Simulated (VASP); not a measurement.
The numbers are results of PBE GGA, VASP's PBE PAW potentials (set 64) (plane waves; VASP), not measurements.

A VASP calculation is set up with these files.

### POSCAR
```
Al31Cu
1.0
  8.0715331279   0.0000000000   0.0000000000
  0.0000000000   8.0715331279   0.0000000000
  0.0000000000   0.0000000000   8.0715331279
Al Cu
31 1
Cartesian
  4.0357665640   0.0000000000   0.0000000000
  6.0536498459   2.0178832820   0.0000000000
  6.0536498459   0.0000000000   2.0178832820
  0.0000000000   0.0000000000   0.0000000000
  2.0178832820   2.0178832820   0.0000000000
  4.0357665640   4.0357665640   0.0000000000
  6.0536498459   6.0536498459   0.0000000000
  2.0178832820   0.0000000000   2.0178832820
  4.0660025270   2.0647385318   2.0012397807
  6.0515028181   4.0037710066   2.0579988016
  4.0357665640   0.0000000000   4.0357665640
  6.0631742550   1.9720531169   4.0681172687
  6.0536498459   0.0000000000   6.0536498459
  0.0000000000   4.0357665640   0.0000000000
  2.0178832820   6.0536498459   0.0000000000
  0.0000000000   2.0178832820   2.0178832820
  2.0381993309   3.9897991828   2.0357940140
  4.0276950308   6.0937976517   2.0622444280
  0.0000000000   0.0000000000   4.0357665640
  2.0265843947   2.0010783500   4.0333047463
  6.0898264574   6.0373130629   4.0547750245
  2.0178832820   0.0000000000   6.0536498459
  4.0454846898   2.0617278499   6.1000369468
  6.0875583566   4.0781743990   6.0620361688
  0.0000000000   6.0536498459   2.0178832820
  0.0000000000   4.0357665640   4.0357665640
  2.0164142629   6.0360700468   3.9996383817
  0.0000000000   2.0178832820   6.0536498459
  2.0005940580   3.9964743407   6.0257546274
  4.0521759908   6.0230748784   6.0159638578
  0.0000000000   6.0536498459   6.0536498459
  4.0301003477   4.0586897180   4.0486810170
```

### INCAR
```
LMAXMIX = 4   ! l cut-off of mixed one-centre charges
LCHARG = .FALSE.
NELM = 100   ! most electronic steps
ALGO = Fast
LASPH = .TRUE.   ! aspherical one-centre terms
IBRION = 2   ! conjugate gradients
ISIF = 2   ! forces and stress, cell fixed
ISYM = 0
GGA = PE   ! PBE
ISMEAR = 1   ! Methfessel-Paxton
PREC = Normal
SYSTEM = Al31Cu
NSW = 60
EDIFFG = -0.03   ! ionic stop
LREAL = Auto
NELMIN = 4
LWAVE = .FALSE.
SIGMA = 0.1   ! width (eV)
EDIFF = 1E-5   ! SCF stop (eV)
ENCUT = 400   ! plane-wave cut-off (eV)
```

### KPOINTS
```
K-points
0
gamma
 3 3 3
0 0 0
```

POTCAR, in this order: Al Cu (PBE.64 set). Program: vasp_std.

Output of the run:

### OSZICAR
```
       N       E                     dE             d eps       ncg     rms          rms(c)
DAV:   1     0.246015360780E+03    0.24602E+03   -0.30374E+04  1932   0.101E+03
DAV:   2    -0.901273991726E+02   -0.33614E+03   -0.31520E+03  1960   0.180E+02
DAV:   3    -0.123541996765E+03   -0.33415E+02   -0.30681E+02  2600   0.543E+01
DAV:   4    -0.125473155105E+03   -0.19312E+01   -0.18757E+01  2600   0.120E+01
DAV:   5    -0.125549540403E+03   -0.76385E-01   -0.75917E-01  2592   0.257E+00    0.350E+01
RMM:   6    -0.160310306907E+03   -0.34761E+02   -0.45957E+02  2753   0.964E+01    0.326E+01
RMM:   7    -0.125369098029E+03    0.34941E+02   -0.16026E+02  1952   0.447E+01    0.179E+01
RMM:   8    -0.119161267397E+03    0.62078E+01   -0.48629E+01  1965   0.379E+01    0.540E+00
RMM:   9    -0.119416798440E+03   -0.25553E+00   -0.88753E+00  2082   0.121E+01    0.204E+00
RMM:  10    -0.119663000587E+03   -0.24620E+00   -0.41375E+00  2302   0.466E+00    0.162E+00
RMM:  11    -0.119713960920E+03   -0.50960E-01   -0.43223E-01  2460   0.223E+00    0.210E+00
RMM:  12    -0.119625964875E+03    0.87996E-01   -0.40442E-01  2113   0.278E+00    0.473E-01
RMM:  13    -0.119632867541E+03   -0.69027E-02   -0.78643E-02  2135   0.628E-01    0.463E-01
RMM:  14    -0.119652611424E+03   -0.19744E-01   -0.11408E-01  2259   0.159E+00    0.108E+00
RMM:  15    -0.119629805448E+03    0.22806E-01   -0.10325E-01  2209   0.131E+00    0.738E-02
RMM:  16    -0.119630348173E+03   -0.54273E-03   -0.88130E-03  2152   0.276E-01    0.647E-02
RMM:  17    -0.119630583223E+03   -0.23505E-03   -0.32499E-03  2278   0.108E-01    0.543E-02
RMM:  18    -0.119630822775E+03   -0.23955E-03   -0.84319E-04  2080   0.719E-02    0.114E-01
RMM:  19    -0.119630632990E+03    0.18978E-03   -0.11644E-03  1896   0.958E-02    0.567E-02
RMM:  20    -0.119630683179E+03   -0.50189E-04   -0.13506E-03  2211   0.712E-02    0.426E-02
RMM:  21    -0.119630642813E+03    0.40365E-04   -0.13097E-04  1658   0.475E-02    0.184E-02
RMM:  22    -0.119630648750E+03   -0.59364E-05   -0.11200E-04  1420   0.156E-02    0.127E-02
RMM:  23    -0.119630650392E+03   -0.16422E-05   -0.22111E-05  1217   0.104E-02
   1 F= -.11963065E+03 E0= -.11963161E+03  d E =-.119631E+03
       N       E                     dE             d eps       ncg     rms          rms(c)
DAV:   1    -0.120142058279E+03   -0.51141E+00   -0.45625E+00  2286   0.183E+00    0.121E+00
RMM:   2    -0.120354971794E+03   -0.21291E+00   -0.20553E+00  2026   0.411E+00    0.164E+00
RMM:   3    -0.120345426756E+03    0.95450E-02   -0.51575E-01  2014   0.321E+00    0.220E-01
RMM:   4    -0.120347243022E+03   -0.18163E-02   -0.38597E-02  2332   0.384E-01    0.105E-01
RMM:   5    -0.120347170254E+03    0.72768E-04   -0.38726E-03  2158   0.275E-01    0.919E-02
RMM:   6    -0.120347235495E+03   -0.65240E-04   -0.11656E-03  2225   0.109E-01    0.609E-02
RMM:   7    -0.120347161974E+03    0.73521E-04   -0.41121E-04  2138   0.632E-02    0.165E-02
RMM:   8    -0.120347169947E+03   -0.79736E-05   -0.82137E-05  1710   0.385E-02
   2 F= -.12034717E+03 E0= -.12034992E+03  d E =-.716520E+00
       N       E                     dE             d eps       ncg     rms          rms(c)
DAV:   1    -0.120422433033E+03   -0.75271E-01   -0.19278E+00  2064   0.442E+00    0.462E-01
RMM:   2    -0.120429563271E+03   -0.71302E-02   -0.18010E-01  2107   0.150E+00    0.211E-01
RMM:   3    -0.120431800020E+03   -0.22367E-02   -0.41622E-02  2330   0.106E+00    0.279E-01
RMM:   4    -0.120431235927E+03    0.56409E-03   -0.96551E-03  2292   0.554E-01    0.141E-01
RMM:   5    -0.120431556799E+03   -0.32087E-03   -0.39145E-03  2229   0.200E-01    0.993E-02
RMM:   6    -0.120431607500E+03   -0.50701E-04   -0.54096E-04  2280   0.101E-01    0.285E-02
RMM:   7    -0.120431608492E+03   -0.99176E-06   -0.18762E-04  1967   0.536E-02    0.142E-02
RMM:   8    -0.120431607761E+03    0.73068E-06   -0.44876E-05  1551   0.311E-02
   3 F= -.12043161E+03 E0= -.12043508E+03  d E =-.800957E+00
       N       E                     dE             d eps       ncg     rms          rms(c)
DAV:   1    -0.120431983887E+03   -0.37540E-03   -0.19169E-02  2192   0.439E-01    0.537E-02
RMM:   2    -0.120431945694E+03    0.38193E-04   -0.80472E-04  2182   0.132E-01    0.156E-02
RMM:   3    -0.120431952643E+03   -0.69486E-05   -0.23100E-04  2301   0.576E-02    0.925E-03
RMM:   4    -0.120431953769E+03   -0.11261E-05   -0.23897E-05  1288   0.259E-02
   4 F= -.12043195E+03 E0= -.12043537E+03  d E =-.801303E+00
       N       E                     dE             d eps       ncg     rms          rms(c)
DAV:   1    -0.120441627250E+03   -0.96746E-02   -0.20010E-01  2066   0.151E+00    0.159E-01
RMM:   2    -0.120441603296E+03    0.23955E-04   -0.75608E-03  2137   0.436E-01    0.565E-02
RMM:   3    -0.120441751385E+03   -0.14809E-03   -0.25338E-03  2318   0.301E-01    0.800E-02
RMM:   4    -0.120441719277E+03    0.32109E-04   -0.81494E-04  2105   0.156E-01    0.457E-02
RMM:   5    -0.120441746319E+03   -0.27042E-04   -0.32053E-04  1899   0.686E-02    0.342E-02
RMM:   6    -0.120441749286E+03   -0.29666E-05   -0.43765E-05  1452   0.331E-02
   5 F= -.12044175E+03 E0= -.12044524E+03  d E =-.979552E-02
       N       E                     dE             d eps       ncg     rms          rms(c)
DAV:   1    -0.120445326613E+03   -0.35803E-02   -0.20208E-01  2127   0.151E+00    0.158E-01
RMM:   2    -0.120445276893E+03    0.49720E-04   -0.76231E-03  2153   0.431E-01    0.493E-02
RMM:   3    -0.120445425477E+03   -0.14858E-03   -0.24244E-03  2387   0.273E-01    0.752E-02
RMM:   4    -0.120445405815E+03    0.19662E-04   -0.68061E-04  2105   0.139E-01    0.514E-02
RMM:   5    -0.120445428585E+03   -0.22770E-04   -0.27331E-04  1856   0.633E-02    0.415E-02
RMM:   6    -0.120445434325E+03   -0.57403E-05   -0.76339E-05  1487   0.562E-02
   6 F= -.12044543E+03 E0= -.12044895E+03  d E =-.134806E-01
       N       E                     dE             d eps       ncg     rms          rms(c)
DAV:   1    -0.120445468066E+03   -0.39481E-04   -0.19915E-03  2760   0.178E-01    0.224E-02
RMM:   2    -0.120445464529E+03    0.35363E-05   -0.11063E-04  1935   0.466E-02    0.970E-03
RMM:   3    -0.120445465367E+03   -0.83790E-06   -0.33989E-05  1376   0.391E-02    0.948E-03
RMM:   4    -0.120445464835E+03    0.53185E-06   -0.13011E-05  1155   0.249E-02
   7 F= -.12044546E+03 E0= -.12044898E+03  d E =-.135111E-01
       N       E                     dE             d eps       ncg     rms          rms(c)
DAV:   1    -0.120447533671E+03   -0.20683E-02   -0.47247E-02  2028   0.720E-01    0.541E-02
RMM:   2    -0.120447522673E+03    0.10997E-04   -0.95760E-04  2221   0.164E-01    0.187E-02
RMM:   3    -0.120447540521E+03   -0.17848E-04   -0.32578E-04  2304   0.781E-02    0.184E-02
RMM:   4    -0.120447541117E+03   -0.59601E-06   -0.41873E-05  1482   0.392E-02
   8 F= -.12044754E+03 E0= -.12045114E+03  d E =-.207628E-02
       N       E                     dE             d eps       ncg     rms          rms(c)
DAV:   1    -0.120448582572E+03   -0.10421E-02   -0.89292E-02  2002   0.989E-01    0.733E-02
RMM:   2    -0.120448559719E+03    0.22854E-04   -0.20974E-03  2206   0.257E-01    0.378E-02
RMM:   3    -0.120448601108E+03   -0.41389E-04   -0.81558E-04  2270   0.160E-01    0.449E-02
RMM:   4    -0.120448587630E+03    0.13478E-04   -0.21400E-04  1889   0.890E-02    0.261E-02
RMM:   5    -0.120448595487E+03   -0.78577E-05   -0.96311E-05  1598   0.388E-02
   9 F= -.12044860E+03 E0= -.12045229E+03  d E =-.313065E-02
```

OUTCAR:
```
------------------------ aborting loop because EDIFF is reached ----------------------------------------
  FORCE on cell =-STRESS in cart. coord.  units (eV):
  Direction    XX          YY          ZZ          XY          YZ          ZX
  --------------------------------------------------------------------------------------
  Total       -2.0400201     -2.0788120     -2.0740595     -0.0138080     -0.0172733      0.0011713
  in kB       -6.2155121     -6.3337030     -6.3192232     -0.0420702     -0.0526281      0.0035688
  external PRESSURE =      -6.2894794 kB  Pullay stress =       0.0000000 kB
  volume of cell :      525.86
      direct lattice vectors                 reciprocal lattice vectors
     8.071533128  0.000000000  0.000000000     0.123892200  0.000000000  0.000000000
     0.000000000  8.071533128  0.000000000     0.000000000  0.123892200  0.000000000
     0.000000000  0.000000000  8.071533128     0.000000000  0.000000000  0.123892200
 POSITION                                       TOTAL-FORCE (eV/Angst)
 -----------------------------------------------------------------------------------
      4.03917      8.07087      0.00145         0.000819     -0.001446      0.002296
      6.04590      2.03169      0.00520         0.010290     -0.011518     -0.005473
      6.04645      8.07143      2.03296         0.005540     -0.006728     -0.004637
      0.00375      8.06915      0.00183        -0.002569     -0.002753      0.000525
      2.03250      2.02955      0.00236        -0.002917     -0.008783     -0.000134
      4.04013      4.03750      0.00380        -0.002236     -0.005484      0.003852
      6.04254      6.04069      0.00310         0.011574      0.008848      0.008634
      2.03283      8.06817      2.02747        -0.004055      0.008284      0.008303
      4.03979      2.03109      2.03567         0.002691     -0.001376      0.002740
      6.03812      4.03548      2.04354         0.010780     -0.006458     -0.016189
      4.03987      8.07135      4.03924        -0.000364     -0.002551     -0.000368
      6.03990      2.03081      4.04390         0.007004      0.004465     -0.012665
      6.04254      8.06768      6.04864         0.012860      0.008007     -0.004703
      0.00397      4.03415      0.00485         0.000080     -0.005402     -0.000526
      2.03620      6.04052      0.00074        -0.006731      0.002951      0.000097
      0.00416      2.02517      2.03370        -0.006329      0.005642     -0.004861
      2.04056      4.03092      2.03744        -0.009032      0.009703     -0.008891
      4.03856      6.03973      2.04178         0.006379     -0.003470     -0.015824
      0.00433      8.06963      4.03799         0.002056     -0.004969      0.004227
      2.04051      2.03070      4.03709        -0.003309     -0.002416      0.005006
      6.04722      6.03784      4.04012        -0.005531      0.005426     -0.010538
      2.03703      8.07016      6.04442        -0.008870     -0.007486      0.002559
      4.04097      2.03885      6.04416        -0.002667     -0.011572     -0.003116
      6.04729      4.03956      6.04215        -0.006326     -0.029064      0.002598
      0.00468      6.03844      2.02834        -0.007496      0.005314      0.000292
      0.00422      4.03126      4.03878         0.000455     -0.001543     -0.001183
      2.03359      6.03495      4.03362         0.001930      0.009385      0.018472
      0.00558      2.02112      6.04489        -0.008578      0.016604      0.006291
      2.03443      4.03331      6.03915         0.002989     -0.000461      0.004685
      4.03911      6.03058      6.03302        -0.004810      0.017662      0.016041
      0.00442      6.03915      6.04556         0.007465      0.017032      0.005083
      4.03842      4.04098      4.04208        -0.001091     -0.005844     -0.002593
 -----------------------------------------------------------------------------------
    total drift:                               -0.011778      0.006018     -0.012367
  FREE ENERGIE OF THE ION-ELECTRON SYSTEM (eV)
  ---------------------------------------------------
  free  energy   TOTEN  =      -120.4485954874 eV

  energy  without entropy=     -120.4596910779  energy(sigma->0) =     -120.45229402

 reached required accuracy - stopping structural energy minimisation
```
(Selected blocks of OUTCAR.)

File CONTCAR:
```
Al31Cu
   1.00000000000000
     8.0715331279000004    0.0000000000000000    0.0000000000000000
     0.0000000000000000    8.0715331279000004    0.0000000000000000
     0.0000000000000000    0.0000000000000000    8.0715331279000004
  Al              Cu
    31     1
Direct
     0.5004218068744896    0.9999175304508211    0.0001796303556116
     0.7490398549145639    0.2517109924229772    0.0006445680906272
     0.7491074965666515    0.9999875684340321    0.2518680015335920
     0.0004643903936533    0.9997052915794089    0.0002271454749706
     0.2518107585149874    0.2514450079671687    0.0002922597811047
     0.5005406641361810    0.5002144955988783    0.0004704359352595
     0.7486240061001314    0.7483941991758883    0.0003839262588854
     0.2518521218161764    0.9995834789104219    0.2511878258739084
     0.5004978813481492    0.2516361631011175    0.2522036726341228
     0.7480753990206518    0.4999639316008745    0.2531780929672423
     0.5005089354361982    0.9999772869929748    0.5004303522060247
     0.7482968242430379    0.2516011147726588    0.5010073165958060
     0.7486234096667977    0.9995230508739865    0.7493792120785259
     0.0004918119742179    0.4998002674554849    0.0006011211076976
     0.2522692427386633    0.7483729291067552    0.0000922787280352
     0.0005154664154183    0.2509029020174819    0.2519593095056999
     0.2528088673557494    0.4993993473904231    0.2524225224606435
     0.5003457123057793    0.7482753138770226    0.2529601338157681
     0.0005368223740608    0.9997641365248457    0.5002755800632072
     0.2528034715258322    0.2515873510150213    0.5001633845497567
     0.7492039374232121    0.7480417276393769    0.5005398666213484
     0.2523719486318818    0.9998292779590668    0.7488566719111527
     0.5006445943368267    0.2525978312514624    0.7488242840085564
     0.7492115649467854    0.5004696153911965    0.7485750610798806
     0.0005799852633021    0.7481152921505959    0.2512949058312146
     0.0005232389808409    0.4994415427241926    0.5003731196679378
     0.2519461187658790    0.7476829683390015    0.4997336770807240
     0.0006910757853901    0.2504009264932456    0.7489144864515277
     0.2520504042398073    0.4996953249720372    0.7482034296665401
     0.5004146639882685    0.7471422205469811    0.7474445625578016
     0.0005475758298358    0.7482031485610877    0.7489975463107568
     0.5003289480865781    0.5006457647034979    0.5007816187960733
```

The cell is a supercell with a defect, built from Al (fcc): Cu_Al. The run is not spin-polarised, so no state with unpaired spins was tried.
